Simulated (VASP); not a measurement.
Set up this calculation in VASP 6.6.1, as the native input.

* Task: band structure
* Functional: HSE06
* Potentials or basis: VASP PAW PBE potentials, release 64 (Sn_d, O)
* Cutoff: 520 eV
* k mesh: 4 × 4 × 4
* Occupations: gaussian, width 0.03 eV
* Spin: no spin polarisation
* Grid for exact exchange (PRECFOCK): Fast
* Screening parameter: 0.2 1/A
* Further INCAR settings: ALGO = Normal; EDIFF = 1e-06; NBANDS = 28

Crystal: SnO (Romarchite).

```
CELL_PARAMETERS angstrom
3.83538 0.00000 0.00000
0.00000 3.83538 0.00000
0.00000 0.00000 4.72805
ATOMIC_POSITIONS crystal
Sn 0.50000 0.00000 0.24596
Sn 0.00000 0.50000 0.75404
O 0.00000 0.00000 0.00000
O 0.50000 0.50000 0.00000
```

The input as run:

POSCAR

```
SnO                                     
1.0
    3.8353841591      0.0000000000      0.0000000000
    0.0000000000      3.8353841591      0.0000000000
    0.0000000000      0.0000000000      4.7280509425
  Sn              O             
     2     2
Direct
     0.5000000000000000    0.0000000000000000    0.2459634789621177
     0.0000000000000000    0.5000000000000000    0.7540365210378823
     0.0000000000000000    0.0000000000000000    0.0000000000000000
     0.5000000000000000    0.5000000000000000    0.0000000000000000
```

INCAR.step1

```
SYSTEM = SnO
PREC = Accurate
ENCUT = 520
EDIFF = 1E-5
ISMEAR = 0
SIGMA = 0.03
LREAL = .FALSE.
LASPH = .TRUE.
NELM = 80
ALGO = Normal
ISIF = 2
LWAVE = .TRUE.
LCHARG = .FALSE.
NBANDS = 28
KPAR = 4
GGA = PE
```

INCAR.step2

```
SYSTEM = SnO
PREC = Accurate
ENCUT = 520
EDIFF = 1E-6
ISMEAR = 0
SIGMA = 0.03
LREAL = .FALSE.
LASPH = .TRUE.
NELM = 80
ALGO = Normal
ISIF = 2
LWAVE = .FALSE.
LCHARG = .FALSE.
GGA = PE
LHFCALC = .TRUE.
HFSCREEN = 0.2
PRECFOCK = Fast
NBANDS = 28
KPAR = 4
ISTART = 1
```

KPOINTS

```
Automatic mesh
0
G
  4 4 4
  0 0 0
```

KPOINTS_OPT

```
explicit points
6
Reciprocal
 0.0000000000  0.0000000000  0.0000000000 1
 0.5000000000  0.5000000000  0.5000000000 1
 0.5000000000  0.5000000000  0.0000000000 1
 0.0000000000  0.5000000000  0.5000000000 1
 0.0000000000  0.5000000000  0.0000000000 1
 0.0000000000  0.0000000000  0.5000000000 1
```

Potentials or basis: VASP PAW PBE potentials, release 64 (Sn_d, O).

The run is started by

```sh
$ cat potpaw_PBE.64/Sn_d/POTCAR potpaw_PBE.64/O/POTCAR > POTCAR
$ cp INCAR.step1 INCAR
$ mpirun -np 4 vasp_std > vasp.out
$ cp INCAR.step2 INCAR
$ mpirun -np 4 vasp_std > vasp.out
```

Results of the run:

- Pressure: -2.2 GPa
- Largest force: 0.660 eV/Å
- Band gap on the k mesh: 0.27 eV, indirect (least direct gap 2.50 eV)
- Band gap along the path: 0.27 eV, indirect (least direct gap 2.50 eV)

Caveat: the PAW data sets were made with another functional, which shifts forces and pressure a little; spin-orbit coupling is left out, which moves the levels of the heavy elements.

It took 7.9 min on 4 MPI ranks on Intel(R) Xeon(R) Platinum 8559C (Emerald Rapids) (shared host), peak memory 0.35 GiB a rank.
